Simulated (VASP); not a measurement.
Level of theory: PBE GGA with D3 dispersion (zero damping), VASP's PBE PAW potentials (set 64) (plane waves; VASP 6.6.1).

The input files of a VASP run:

File POSCAR:
```
WSi2
1
   -1.6020426026     1.6020426026     3.9111537542
    1.6020426026    -1.6020426026     3.9111537542
    1.6020426026     1.6020426026    -3.9111537542
Si W
2 1
Direct
  0.6657906203   0.6657906203   0.0000000000
  0.3342093797   0.3342093797   0.0000000000
  0.0000000000   0.0000000000   0.0000000000
```

**INCAR**
```
PREC = Accurate
IVDW = 11   ! D3, zero damping
EDIFF = 1E-7
LCHARG = .TRUE.
NELM = 100   ! most electronic steps
ISIF = 2   ! forces and stress, cell fixed
NEDOS = 601
LASPH = .TRUE.   ! aspherical one-centre terms
LMAXMIX = 6
SYSTEM = WSi2
GGA = PE   ! PBE
LORBIT = 11   ! lm-projected
LWAVE = .FALSE.
LEFG = .TRUE.
ENCUT = 520   ! plane-wave cut-off (eV)
ISMEAR = -5
LREAL = .FALSE.   ! projection in real space or not
ALGO = Normal
```

### KPOINTS
```
Automatic mesh
0
Gamma
15 15 15
0 0 0
```

POTCAR, in this order: Si W_sv (PBE.64 set). Program: vasp_std.

Output of the run:

### OUTCAR
```
 ion  position               nearest neighbor table
   1  0.666  0.666  0.000-   2 2.59   3 2.61   3 2.61   3 2.61   3 2.61   3 2.61   2 2.62   2 2.62
                             2 2.62   2 2.62
   2  0.334  0.334  0.000-   1 2.59   3 2.61   3 2.61   3 2.61   3 2.61   3 2.61   1 2.62   1 2.62
                             1 2.62   1 2.62
   3  0.000  0.000  0.000-   1 2.61   1 2.61   1 2.61   2 2.61   2 2.61   2 2.61   1 2.61   2 2.61
                             1 2.61   2 2.61
  LATTYP: Found a body centered tetragonal cell.
 ALAT       =     3.2040852052
 C/A-ratio  =     2.4413543983
 Subroutine PRICEL returns:
 Original cell was already a primitive cell.
 Subroutine GETGRP returns: Found 16 space group operations
The static configuration has the point symmetry D_4h.
The dynamic configuration has the point symmetry D_4h.
 Subroutine INISYM returns: Found 16 space group operations
 Subroutine IBZKPT returns following result:
 Found    288 irreducible k-points:

 Following reciprocal coordinates:
            Coordinates               Weight
  0.000000  0.000000  0.000000      1.000000
  0.066667 -0.000000  0.000000      8.000000
  0.133333  0.000000  0.000000      8.000000
  0.200000 -0.000000  0.000000      8.000000
  0.266667  0.000000  0.000000      8.000000
  0.333333 -0.000000  0.000000      8.000000
  0.400000 -0.000000  0.000000      8.000000
  0.466667  0.000000  0.000000      8.000000
  0.066667  0.066667  0.000000      8.000000
  0.133333  0.066667  0.000000     16.000000
  0.200000  0.066667  0.000000     16.000000
  0.266667  0.066667  0.000000     16.000000
  0.333333  0.066667  0.000000     16.000000
  0.400000  0.066667  0.000000     16.000000
  0.466667  0.066667 -0.000000     16.000000
 -0.466667  0.066667  0.000000     16.000000
 -0.400000  0.066667 -0.000000     16.000000
 -0.333333  0.066667  0.000000     16.000000
 -0.266667  0.066667  0.000000     16.000000
 -0.200000  0.066667  0.000000     16.000000
 -0.133333  0.066667  0.000000     16.000000
 -0.066667  0.066667  0.000000      4.000000
  0.133333  0.133333  0.000000      8.000000
  0.200000  0.133333  0.000000     16.000000
  0.266667  0.133333 -0.000000     16.000000
  0.333333  0.133333  0.000000     16.000000
  0.400000  0.133333  0.000000     16.000000
  0.466667  0.133333  0.000000     16.000000
 -0.466667  0.133333  0.000000     16.000000
 -0.400000  0.133333  0.000000     16.000000
 -0.333333  0.133333  0.000000     16.000000
 -0.266667  0.133333  0.000000     16.000000
 -0.200000  0.133333  0.000000     16.000000
 -0.133333  0.133333  0.000000      4.000000
  0.200000  0.200000  0.000000      8.000000
  0.266667  0.200000  0.000000     16.000000
  0.333333  0.200000 -0.000000     16.000000
  0.400000  0.200000 -0.000000     16.000000
  0.466667  0.200000  0.000000     16.000000
 -0.466667  0.200000  0.000000     16.000000
   k-points           NKPTS =    288   k-points in BZ     NKDIM =    288   number of bands    NBANDS=     15
   number of dos      NEDOS =    601   number of ions     NIONS =      3
   total plane-waves  NPLWV =  46656
   dimension x,y,z NGX =    36 NGY =   36 NGZ =   36
   dimension x,y,z NGXF=    72 NGYF=   72 NGZF=   72
   ions per type =               2   1
   PREC   = accura    normal or accurate (medium, high low for compatibility)
   ISTART =      0    job   : 0-new  1-cont  2-samecut
   ICHARG =      2    charge: 1-file 2-atom 10-const
   ISPIN  =      1    spin polarized calculation?
   LNONCOLLINEAR =      F non collinear calculations
   LSORBIT =      F    spin-orbit coupling
   INIWAV =      1    electr: 0-lowe 1-rand  2-diag
   ENCUT  =  520.0 eV  38.22 Ry    6.18 a.u.   8.40  8.40  8.40*2*pi/ulx,y,z
...
```

File OSZICAR:
```
       N       E                     dE             d eps       ncg     rms          rms(c)
DAV:   1     0.125101071615E+03    0.12510E+03   -0.11244E+04  8640   0.148E+03
DAV:   2    -0.215360046973E+02   -0.14664E+03   -0.14513E+03  9865   0.359E+02
DAV:   3    -0.256288369811E+02   -0.40928E+01   -0.40485E+01 11636   0.515E+01
DAV:   4    -0.256576733169E+02   -0.28836E-01   -0.28881E-01  9781   0.508E+00
DAV:   5    -0.256580465397E+02   -0.37322E-03   -0.37416E-03 11748   0.573E-01    0.258E+01
DAV:   6    -0.249028999062E+02    0.75515E+00   -0.44396E+00 10467   0.158E+01    0.896E+00
DAV:   7    -0.248231986185E+02    0.79701E-01   -0.27614E-01  9767   0.317E+00    0.455E+00
DAV:   8    -0.248016837110E+02    0.21515E-01   -0.43153E-02 11272   0.186E+00    0.308E-01
DAV:   9    -0.248012374554E+02    0.44626E-03   -0.12134E-03 10341   0.290E-01    0.178E-01
DAV:  10    -0.248011641922E+02    0.73263E-04   -0.31098E-04 10747   0.178E-01    0.360E-02
DAV:  11    -0.248011588284E+02    0.53638E-05   -0.37288E-05 11034   0.507E-02    0.137E-02
DAV:  12    -0.248011601521E+02   -0.13238E-05   -0.16406E-06 10517   0.918E-03    0.346E-03
DAV:  13    -0.248011591907E+02    0.96138E-06   -0.30408E-07  9513   0.555E-03    0.506E-04
DAV:  14    -0.248011590825E+02    0.10826E-06   -0.12918E-08  5188   0.121E-03    0.309E-04
DAV:  15    -0.248011590982E+02   -0.15700E-07   -0.30047E-09  5006   0.628E-04
   1 F= -.25964035E+02 E0= -.25964035E+02  d E =0.000000E+00
```

**OUTCAR**
```
------------------------ aborting loop because EDIFF is reached ----------------------------------------
 Edisp (eV)   -1.16288
  FORCE on cell =-STRESS in cart. coord.  units (eV):
  Direction    XX          YY          ZZ          XY          YZ          ZX
  --------------------------------------------------------------------------------------
  Total      -0.00501    -0.00501    -0.02421     0.00000     0.00000    -0.00000
  in kB      -0.19984    -0.19984    -0.96589     0.00000     0.00000    -0.00000
  external pressure =       -0.46 kB  Pullay stress =        0.00 kB
  volume of cell :       40.15
      direct lattice vectors                 reciprocal lattice vectors
    -1.602042603  1.602042603  3.911153754     0.000000000  0.312101563  0.127839515
     1.602042603 -1.602042603  3.911153754     0.312101563  0.000000000  0.127839515
     1.602042603  1.602042603 -3.911153754     0.312101563  0.312101563  0.000000000
 POSITION                                       TOTAL-FORCE (eV/Angst)
 -----------------------------------------------------------------------------------
      0.00000      0.00000      5.20802         0.000000      0.000000     -0.016423
      0.00000      0.00000      2.61429        -0.000000     -0.000000      0.016423
      0.00000      0.00000      0.00000         0.000000      0.000000     -0.000000
 -----------------------------------------------------------------------------------
    total drift:                               -0.000000      0.000000     -0.000000
  FREE ENERGIE OF THE ION-ELECTRON SYSTEM (eV)
  ---------------------------------------------------
  free  energy   TOTEN  =       -25.9640351688 eV

  energy  without entropy=      -25.9640351688  energy(sigma->0) =      -25.96403517

 total charge

# of ion       s       p       d       tot
------------------------------------------
    1        0.736   0.896   0.000   1.632
    2        0.736   0.896   0.000   1.632
    3        2.315   6.311   3.606  12.232
--------------------------------------------------
tot          3.787   8.104   3.606  15.496

 Electric field gradients after diagonalization (V/A^2)
 (convention: |V_zz| > |V_xx| > |V_yy|)
----------------------------------------------------------------------
 ion       V_xx      V_yy      V_zz     asymmetry (V_yy - V_xx)/ V_zz
----------------------------------------------------------------------
   1       4.802     4.802    -9.603       0.000
   2       4.802     4.802    -9.603       0.000
   3      68.601    68.601  -137.201       0.000
```
(Selected blocks of OUTCAR.)

For a metal the tetrahedron method with Blöchl corrections gives inexact stress and forces.

The compound is WSi2 in the MoSi2 type structure. It was relaxed first.
